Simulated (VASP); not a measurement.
# RPA total energies of C (Diamond), part 3 of 6

How do semilocal functionals compare with the RPA for C (Diamond), and at what cost? The scan starts from a database cell scaled to its smallest volume. The start is a cell from a database of measured crystal structures.

VASP 6.6.1, plane waves and PAW; the level of theory is named at each step.

So far. Step 8 (Comparison: HSE06, volume ratio 0.94): Its energy is -10.5456 eV an atom, on a zero of its own. Step 9 (Orbitals, volume ratio 0.97): The run ends at a pressure of 15.84 GPa.

## Step 10: Exact exchange, volume ratio 0.97

This step: Hartree-Fock energy on PBE orbitals; plane waves and PAW (C_GW) (VASP 6.6.1).

Exact exchange at this point.

Contents of INCAR:

```
SYSTEM = C
PREC = Accurate
ENCUT = 560
ISMEAR = 0
SIGMA = 0.05
LREAL = .FALSE.
GGA = PE
NBANDS = 10
ALGO = Eigenval
NELM = 1
LHFCALC = .TRUE.
AEXX = 1
ALDAC = 0
AGGAC = 0
PRECFOCK = Normal
LWAVE = .FALSE.
LCHARG = .FALSE.
```

Contents of POSCAR:

```
C
1.0
    0.0000000000      1.7653549299      1.7653549299
    1.7653549299      0.0000000000      1.7653549299
    1.7653549299      1.7653549299      0.0000000000
C
2
Direct
    0.7500000000      0.7500000000      0.7500000000
    0.5000000000      0.5000000000      0.5000000000
```

Contents of KPOINTS:

```
Automatic mesh
0
Gamma
6 6 6
0 0 0
```

PAW data sets: C_GW (PBE family, release 64).

The WAVECAR or CHGCAR of an earlier step is read.

Command:

```sh
> mpirun -np 8 vasp_std
```

The program printed:

```text
[banner, memory and clock lines left out]
running    8 mpi-ranks, on    1 nodes
[...]
[... a notice as in an earlier step ...]

 LDA part: xc-table for (Slater+PW92), standard interpolation
 [... a notice as in an earlier step ...]

 found WAVECAR, reading the header
  number of bands has changed, file:    10 present:    16
  trying to continue reading WAVECAR, but it might fail
 POSCAR, INCAR and KPOINTS ok, starting setup
[...]
reading WAVECAR
 random initialization beyond band           10
 the WAVECAR file was read successfully
 initial charge from wavefunction
 entering main loop
       N       E                     dE             d eps       ncg     rms          rms(c)
EIG:   1    -0.303360E+02   -0.30336E+02    0.00000E+00     0   0.000E+00
   1 F= -.30335973E+02 E0= -.30335973E+02  d E =-.169026E-12
```

Elapsed: 7.8 s, on 8 MPI ranks of Intel Xeon 6975P-C (Granite Rapids), shared host; peak memory 0.71 GiB.

From OUTCAR (step 10):

```text
 POSITION                                       TOTAL-FORCE (eV/Angst)
 -----------------------------------------------------------------------------------
      2.64803      2.64803      2.64803        -0.000000      0.000000     -0.000000
      1.76535      1.76535      1.76535         0.000000     -0.000000      0.000000
 -----------------------------------------------------------------------------------
    total drift:                                0.000000      0.000000     -0.000000

  FREE ENERGIE OF THE ION-ELECTRON SYSTEM (eV)
  ---------------------------------------------------
  free  energy   TOTEN  =       -30.3359731378 eV

  energy  without entropy=      -30.3359731378  energy(sigma->0) =      -30.33597314

[... 2 parts as in an earlier step ...]

[... 1 further part left out ...]
[key lines of the parts left out:]
E-fermi :  10.4422
```

The Hartree-Fock energy on these orbitals is -15.1680 eV an atom.

## Step 11: Empty bands, volume ratio 0.97

This step: PBE; plane waves and PAW (C_GW) (VASP 6.6.1).

The empty bands are made again, for the run that follows.

Contents of INCAR:

```
SYSTEM = C
PREC = Accurate
ENCUT = 560
ISMEAR = 0
SIGMA = 0.05
LREAL = .FALSE.
GGA = PE
NBANDS = 336
ALGO = Exact
NELM = 1
LWAVE = .TRUE.
LCHARG = .FALSE.
LOPTICS = .TRUE.
NEDOS = 1000
CSHIFT = 0.1
```

POSCAR is that of step 10.

KPOINTS is that of step 10.

Command:

```sh
> mpirun -np 8 vasp_std
```

The program printed:

```text
[banner, memory and clock lines left out]
running    8 mpi-ranks, on    1 nodes
[...]
[... a notice as in an earlier step ...]

 LDA part: xc-table for (Slater+PW92), standard interpolation
 found WAVECAR, reading the header
  number of bands has changed, file:    10 present:   336
  trying to continue reading WAVECAR, but it might fail
 POSCAR, INCAR and KPOINTS ok, starting setup
[...]
reading WAVECAR
 random initialization beyond band           10
 the WAVECAR file was read successfully
 initial charge from wavefunction
 entering main loop
       N       E                     dE             d eps       ncg     rms          rms(c)
DIA:   1    -0.181801E+02   -0.18180E+02    0.00000E+00     0   0.000E+00
   1 F= -.18180052E+02 E0= -.18180052E+02  d E =-.303775E-22
 writing wavefunctions
 optical routines
 imaginary and real dielectric function
 recalculating local potential from charge density
 direction            1
 direction            2
 direction            3
```

The job ended after 3 s (8 MPI ranks; peak memory 0.83 GiB).

Parts of OUTCAR (step 11):

```text
  Total        1.0878183      1.0878183      1.0878183     -0.0000000      0.0000000      0.0000000
  in kB      158.3947781    158.3947781    158.3947781     -0.0000000      0.0000000      0.0000000
  external PRESSURE =     158.3947781 kB  Pullay stress =       0.0000000 kB

 POSITION                                       TOTAL-FORCE (eV/Angst)
 -----------------------------------------------------------------------------------
      2.64803      2.64803      2.64803        -0.000000      0.000000      0.000000
      1.76535      1.76535      1.76535         0.000000     -0.000000     -0.000000
 -----------------------------------------------------------------------------------
    total drift:                                0.000000     -0.000000      0.000000

  FREE ENERGIE OF THE ION-ELECTRON SYSTEM (eV)
  ---------------------------------------------------
  free  energy   TOTEN  =       -18.1800520001 eV

  energy  without entropy=      -18.1800520001  energy(sigma->0) =      -18.18005200

[... 1 part as in an earlier step ...]

[... 2 further parts left out ...]
[key lines of the parts left out:]
E-fermi :  10.5417
```

WAVECAR now holds 336 bands for 8 electrons.

## Step 12: RPA correlation, volume ratio 0.97

This step: RPA correlation on PBE orbitals; plane waves and PAW (C_GW) (VASP 6.6.1).

RPA correlation at this point.

Contents of INCAR:

```
SYSTEM = C
PREC = Accurate
ENCUT = 560
ISMEAR = 0
SIGMA = 0.05
LREAL = .FALSE.
GGA = PE
NBANDS = 336
ALGO = ACFDT
ENCUTGW = 200
NOMEGA = 12
PRECFOCK = Fast
LWAVE = .FALSE.
LCHARG = .FALSE.
```

POSCAR is that of step 11.

KPOINTS is that of step 11.

Command:

```sh
> mpirun -np 8 vasp_std
```

The program printed:

```text
[banner, memory and clock lines left out]
running    8 mpi-ranks, on    1 nodes
[...]
[... a notice as in an earlier step ...]

 LDA part: xc-table for (Slater+PW92), standard interpolation
 found WAVECAR, reading the header
 POSCAR, INCAR and KPOINTS ok, starting setup
[...]
reading WAVECAR
 the WAVECAR file was read successfully
 initial charge from wavefunction
 available memory per node:     53.93 GB, setting MAXMEM to     55222

 The Fermi energy was updated, please check that it is located mid-gap
 values below the HOMO (VB) or above the LUMO (CB) will cause erroneous energies
 E-fermi :  12.3219

 the WAVEDER file was read successfully
 set NWRITE>2 for more details about minimax calculation
 number of imaginary grid points requested:      12
 number of distinct grids requested:  1
 quadrature errors minimized for energies in [ 0.422E+01, 0.563E+03 ]
 bosonic grid (T=0, re) determined with error: 0.4429E-08
 bosonic grid (re): 0.4429E-08
[...]
NQ=  10    0.3333    0.3333    0.0000,
|.........|.........|.........|.........
 performed      34420000 updates of chi_q(r,r)
 total number of BLAS operations       1327.55 Gflops
NQ=  11    0.5000    0.3333    0.0000,
|.........|.........|.........|.........
 performed      37862000 updates of chi_q(r,r)
 total number of BLAS operations       1474.30 Gflops
NQ=  12   -0.3333    0.3333    0.0000,
|.........|.........|.........|.........
 performed      41304000 updates of chi_q(r,r)
 total number of BLAS operations       1597.91 Gflops
NQ=  13    0.5000    0.5000    0.0000,
|.........|.........|.........|.........
 performed      44746000 updates of chi_q(r,r)
 total number of BLAS operations       1710.71 Gflops
NQ=  14    0.5000    0.3333    0.1667,
|.........|.........|.........|.........
 performed      48188000 updates of chi_q(r,r)
 total number of BLAS operations       1869.76 Gflops
NQ=  15   -0.3333    0.3333    0.1667,
|.........|.........|.........|.........
 performed      51630000 updates of chi_q(r,r)
 total number of BLAS operations       2012.52 Gflops
NQ=  16   -0.3333    0.5000    0.1667,
|.........|.........|.........|.........
 performed      55072000 updates of chi_q(r,r)
 total number of BLAS operations       2155.27 Gflops
 entering main loop
```

Run time: 30 s. Hardware: 8 MPI ranks; peak memory 1.3 GiB.

From OUTCAR (step 12):

```text
      cutoff energy     smooth cutoff   RPA   correlation   Hartree contr. to MP2
---------------------------------------------------------------------------------
            200.000           160.000      -12.7418574308      -19.7247017375
            190.476           152.381      -12.6480319768      -19.6190944280
            181.406           145.125      -12.5465740807      -19.5044442741
            172.768           138.214      -12.4395456088      -19.3832465134
            164.541           131.632      -12.3265062402      -19.2548046047
            156.705           125.364      -12.2044784498      -19.1154623315
            149.243           119.394      -12.0770745319      -18.9685874677
            142.136           113.709      -11.9421261652      -18.8102723639
  linear regression

[... 2 parts as in an earlier step ...]

[... 2 further parts left out ...]
[key lines of the parts left out:]
E-fermi :  12.3219
```

The correlation energy is -6.9668 eV an atom, -15 meV against the point before. With exact exchange the total is -22.1348 eV an atom.

## Step 13: Comparison: r2SCAN, volume ratio 0.97

This step: r2SCAN; plane waves and PAW (C_GW) (VASP 6.6.1).

The comparison at this point.

Contents of INCAR:

```
SYSTEM = C
PREC = Accurate
ENCUT = 560
EDIFF = 1E-06
NELM = 100
ISMEAR = 0
SIGMA = 0.05
LREAL = .FALSE.
ALGO = Normal
METAGGA = R2SCAN
LASPH = .TRUE.
NBANDS = 10
LWAVE = .FALSE.
LCHARG = .FALSE.
KPAR = 8
```

POSCAR is that of step 12.

KPOINTS is that of step 12.

Command:

```sh
> mpirun -np 8 vasp_std
```

The program printed:

```text
[banner, memory and clock lines left out]
running    8 mpi-ranks, on    1 nodes
[...]
[... a notice as in an earlier step ...]

 [... a notice as in an earlier step ...]

 LDA part: xc-table for (None), standard interpolation
 POSCAR, INCAR and KPOINTS ok, starting setup
[...]
entering main loop
       N       E                     dE             d eps       ncg     rms          rms(c)
DAV:   1     0.226205E+02    0.22620E+02   -0.53572E+03   320   0.887E+02
DAV:   2    -0.218590E+02   -0.44480E+02   -0.41305E+02   404   0.247E+02
DAV:   3    -0.230007E+02   -0.11417E+01   -0.11378E+01   406   0.336E+01
DAV:   4    -0.230053E+02   -0.45833E-02   -0.45826E-02   394   0.222E+00
[...]
DAV:   9    -0.196726E+02   -0.81293E-04   -0.66736E-05   386   0.138E-01    0.122E-02
DAV:  10    -0.196726E+02   -0.47724E-05   -0.22565E-06   418   0.201E-02    0.283E-03
DAV:  11    -0.196726E+02    0.18732E-07   -0.41329E-07   196   0.745E-03
   1 F= -.19672599E+02 E0= -.19672599E+02  d E =-.435649E-17
```

Run time: 3.6 s. Hardware: 8 MPI ranks; peak memory 0.78 GiB; 19 s of CPU time.

From OUTCAR (step 13):

```text
  Total        0.8198851      0.8198851      0.8198851      0.0000000     -0.0000000      0.0000000
  in kB      119.3816172    119.3816172    119.3816172      0.0000000     -0.0000000      0.0000000
  external PRESSURE =     119.3816172 kB  Pullay stress =       0.0000000 kB

  FREE ENERGIE OF THE ION-ELECTRON SYSTEM (eV)
  ---------------------------------------------------
  free  energy   TOTEN  =       -19.6725985945 eV

  energy  without entropy=      -19.6725985945  energy(sigma->0) =      -19.67259859

[... 3 parts as in an earlier step ...]

[... 1 further part left out ...]
[key lines of the parts left out:]
E-fermi :  10.4804
```

Its energy is -9.8363 eV an atom, on a zero of its own.

## Step 14: Orbitals for comparison: HSE06, volume ratio 0.97

This step: PBE; plane waves and PAW (C_GW) (VASP 6.6.1).

Starting orbitals, as before.

Contents of INCAR:

```
SYSTEM = C
PREC = Accurate
ENCUT = 560
EDIFF = 1E-05
NELM = 100
ISMEAR = 0
SIGMA = 0.05
LREAL = .FALSE.
ALGO = Normal
GGA = PE
NBANDS = 10
LORBIT = 11
LWAVE = .TRUE.
LCHARG = .FALSE.
KPAR = 8
```

POSCAR is that of step 13.

KPOINTS is that of step 13.

Command:

```sh
> mpirun -np 8 vasp_std
```

The program printed:

```text
[... set-up lines as in an earlier step ...]
 entering main loop
       N       E                     dE             d eps       ncg     rms          rms(c)
[... 10 cycles as in an earlier step ...]
DAV:  11    -0.181801E+02   -0.28216E-06   -0.35416E-07   184   0.637E-03
   1 F= -.18180052E+02 E0= -.18180052E+02  d E =-.426269E-11
 writing wavefunctions
```

The job ended after 1.6 s (8 MPI ranks; peak memory 0.79 GiB).

Parts of OUTCAR (step 14):

```text
  Total        1.0875042      1.0875042      1.0875042      0.0000000     -0.0000000      0.0000000
  in kB      158.3490373    158.3490373    158.3490373      0.0000000     -0.0000000      0.0000000
  external PRESSURE =     158.3490373 kB  Pullay stress =       0.0000000 kB

 POSITION                                       TOTAL-FORCE (eV/Angst)
 -----------------------------------------------------------------------------------
      2.64803      2.64803      2.64803         0.000000      0.000000     -0.000000
      1.76535      1.76535      1.76535        -0.000000     -0.000000      0.000000
 -----------------------------------------------------------------------------------
    total drift:                               -0.000000     -0.000000      0.000000

  FREE ENERGIE OF THE ION-ELECTRON SYSTEM (eV)
  ---------------------------------------------------
  free  energy   TOTEN  =       -18.1800518889 eV

  energy  without entropy=      -18.1800518889  energy(sigma->0) =      -18.18005189

[... 2 parts as in an earlier step ...]

[... 1 further part left out ...]
[key lines of the parts left out:]
E-fermi :  10.4241
```

The run ends at a pressure of 15.83 GPa.

## Step 15: Comparison: HSE06, volume ratio 0.97

This step: HSE06; plane waves and PAW (C_GW) (VASP 6.6.1).

The comparison at this point.

Contents of INCAR:

```
SYSTEM = C
PREC = Accurate
ENCUT = 560
EDIFF = 1E-06
NELM = 100
ISMEAR = 0
SIGMA = 0.05
LREAL = .FALSE.
ALGO = Normal
LHFCALC = .TRUE.
AEXX = 0.25
GGA = PE
HFSCREEN = 0.2
LASPH = .TRUE.
NBANDS = 10
PRECFOCK = Fast
LWAVE = .FALSE.
LCHARG = .FALSE.
KPAR = 8
```

POSCAR is that of step 14.

KPOINTS is that of step 14.

The WAVECAR or CHGCAR of an earlier step is read.

Command:

```sh
> mpirun -np 8 vasp_std
```

The program printed:

```text
[... set-up lines as in an earlier step ...]
 entering main loop
       N       E                     dE             d eps       ncg     rms          rms(c)
DAV:   1    -0.211215E+02   -0.21121E+02   -0.29521E-01   436   0.709E+00    0.342E-01
DAV:   2    -0.211218E+02   -0.30005E-03   -0.14557E-03   346   0.315E-01    0.214E-01
DAV:   3    -0.211212E+02    0.57701E-03   -0.34814E-04   368   0.229E-01    0.121E-01
DAV:   4    -0.211210E+02    0.15878E-03   -0.11117E-04   454   0.137E-01    0.677E-02
DAV:   5    -0.211210E+02    0.43430E-04   -0.27168E-05   458   0.709E-02    0.384E-02
DAV:   6    -0.211210E+02    0.12288E-04   -0.64393E-06   446   0.359E-02    0.220E-02
DAV:   7    -0.211210E+02    0.36389E-05   -0.15725E-06   280   0.185E-02    0.128E-02
DAV:   8    -0.211210E+02    0.10702E-05   -0.43052E-07   172   0.971E-03    0.743E-03
DAV:   9    -0.211210E+02    0.29928E-06   -0.17427E-07   160   0.494E-03
   1 F= -.21120954E+02 E0= -.21120954E+02  d E =-.410841E-15
```

Elapsed: 12 s, on 8 MPI ranks; peak memory 1.5 GiB.

OUTCAR, selected parts (step 15):

```text
 POSITION                                       TOTAL-FORCE (eV/Angst)
 -----------------------------------------------------------------------------------
      2.64803      2.64803      2.64803        -0.000000     -0.000000     -0.000000
      1.76535      1.76535      1.76535         0.000000      0.000000      0.000000
 -----------------------------------------------------------------------------------
    total drift:                                0.000000      0.000000      0.000000

  FREE ENERGIE OF THE ION-ELECTRON SYSTEM (eV)
  ---------------------------------------------------
  free  energy   TOTEN  =       -21.1209544463 eV

  energy  without entropy=      -21.1209544463  energy(sigma->0) =      -21.12095445

[... 2 parts as in an earlier step ...]

[... 1 further part left out ...]
[key lines of the parts left out:]
E-fermi :   9.8302
```

Its energy is -10.5605 eV an atom, on a zero of its own.

## Step 16: Orbitals, volume ratio 1

This step: PBE; plane waves and PAW (C_GW) (VASP 6.6.1).

The same chain follows at a volume ratio of 1.

Contents of INCAR:

```
SYSTEM = C
PREC = Accurate
ENCUT = 560
EDIFF = 1E-08
NELM = 100
ISMEAR = 0
SIGMA = 0.05
LREAL = .FALSE.
ALGO = Normal
GGA = PE
NBANDS = 10
LORBIT = 11
LWAVE = .TRUE.
LCHARG = .FALSE.
KPAR = 8
```

Contents of POSCAR:

```
C
1.0
    0.0000000000      1.7833700000      1.7833700000
    1.7833700000      0.0000000000      1.7833700000
    1.7833700000      1.7833700000      0.0000000000
C
2
Direct
    0.7500000000      0.7500000000      0.7500000000
    0.5000000000      0.5000000000      0.5000000000
```

KPOINTS is that of step 15.

Command:

```sh
> mpirun -np 8 vasp_std
```

The program printed:

```text
[... set-up lines as in an earlier step ...]
 entering main loop
       N       E                     dE             d eps       ncg     rms          rms(c)
DAV:   1     0.236051E+02    0.23605E+02   -0.47813E+03   320   0.818E+02
DAV:   2    -0.177865E+02   -0.41392E+02   -0.38088E+02   446   0.238E+02
DAV:   3    -0.188509E+02   -0.10644E+01   -0.10615E+01   410   0.282E+01
DAV:   4    -0.188533E+02   -0.23655E-02   -0.23654E-02   382   0.149E+00
[...]
DAV:  11    -0.181989E+02   -0.26413E-06   -0.33801E-07   422   0.613E-03    0.408E-04
DAV:  12    -0.181989E+02   -0.11361E-06   -0.81056E-09   366   0.116E-03    0.291E-05
DAV:  13    -0.181989E+02   -0.35359E-08   -0.32201E-11   194   0.693E-05
   1 F= -.18198933E+02 E0= -.18198933E+02  d E =-.225865E-15
 writing wavefunctions
```

Run time: 2.2 s. Hardware: 8 MPI ranks; peak memory 0.82 GiB.

OUTCAR, selected parts (step 16):

```text
  Total        0.1181833      0.1181833      0.1181833      0.0000000     -0.0000000     -0.0000000
  in kB       16.6921491     16.6921491     16.6921491      0.0000000     -0.0000000     -0.0000000
  external PRESSURE =      16.6921491 kB  Pullay stress =       0.0000000 kB

 POSITION                                       TOTAL-FORCE (eV/Angst)
 -----------------------------------------------------------------------------------
      2.67505      2.67505      2.67505         0.000000      0.000000      0.000000
      1.78337      1.78337      1.78337        -0.000000     -0.000000     -0.000000
 -----------------------------------------------------------------------------------
    total drift:                                0.000000     -0.000000      0.000000

  FREE ENERGIE OF THE ION-ELECTRON SYSTEM (eV)
  ---------------------------------------------------
  free  energy   TOTEN  =       -18.1989327926 eV

  energy  without entropy=      -18.1989327926  energy(sigma->0) =      -18.19893279

[... 1 part as in an earlier step ...]

[... 2 further parts left out ...]
[key lines of the parts left out:]
E-fermi :  10.0286
```

The run ends at a pressure of 1.67 GPa.

## Step 17: Exact exchange, volume ratio 1

This step: Hartree-Fock energy on PBE orbitals; plane waves and PAW (C_GW) (VASP 6.6.1).

Exact exchange at this point.

Contents of INCAR:

```
SYSTEM = C
PREC = Accurate
ENCUT = 560
ISMEAR = 0
SIGMA = 0.05
LREAL = .FALSE.
GGA = PE
NBANDS = 10
ALGO = Eigenval
NELM = 1
LHFCALC = .TRUE.
AEXX = 1
ALDAC = 0
AGGAC = 0
PRECFOCK = Normal
LWAVE = .FALSE.
LCHARG = .FALSE.
```

POSCAR is that of step 16.

KPOINTS is that of step 16.

The run starts from files that an earlier step left in the folder.

Command:

```sh
> mpirun -np 8 vasp_std
```

The program printed:

```text
[... set-up lines as in an earlier step ...]
 entering main loop
       N       E                     dE             d eps       ncg     rms          rms(c)
EIG:   1    -0.303299E+02   -0.30330E+02    0.00000E+00     0   0.000E+00
   1 F= -.30329890E+02 E0= -.30329890E+02  d E =-.126564E-13
```

The job ended after 11 s (8 MPI ranks; peak memory 0.68 GiB).

From OUTCAR (step 17):

```text
 POSITION                                       TOTAL-FORCE (eV/Angst)
 -----------------------------------------------------------------------------------
      2.67505      2.67505      2.67505         0.000000      0.000000      0.000000
      1.78337      1.78337      1.78337        -0.000000     -0.000000     -0.000000
 -----------------------------------------------------------------------------------
    total drift:                               -0.000000     -0.000000      0.000000

  FREE ENERGIE OF THE ION-ELECTRON SYSTEM (eV)
  ---------------------------------------------------
  free  energy   TOTEN  =       -30.3298897164 eV

  energy  without entropy=      -30.3298897164  energy(sigma->0) =      -30.32988972

[... 2 parts as in an earlier step ...]

[... 1 further part left out ...]
[key lines of the parts left out:]
E-fermi :  10.0089
```

The Hartree-Fock energy on these orbitals is -15.1649 eV an atom.

(Part 3 of 6 ends here.)

[Long decimals in the printed logs are rounded to 6 places.]

[Lines on the potential files, build, host, timing and source positions are cut from VASP's logs without a mark.]

[Logs are printed without paths, hosts, clocks, repeated set-up lines and the standing remarks that a program may print on its own settings, such as how far it seeks lower states.]

[Hosts, paths, dates, database ids (printed as entryN), source tags and the programs' standing remarks are cut or masked in the printed files.]

[Measured values are set beside computed ones only where the two were judged alike; some that the calculation misses by far are left out.]

[Pressures printed for these runs are not shown converged in the cutoff: they can be off by several GPa and have the wrong sign.]
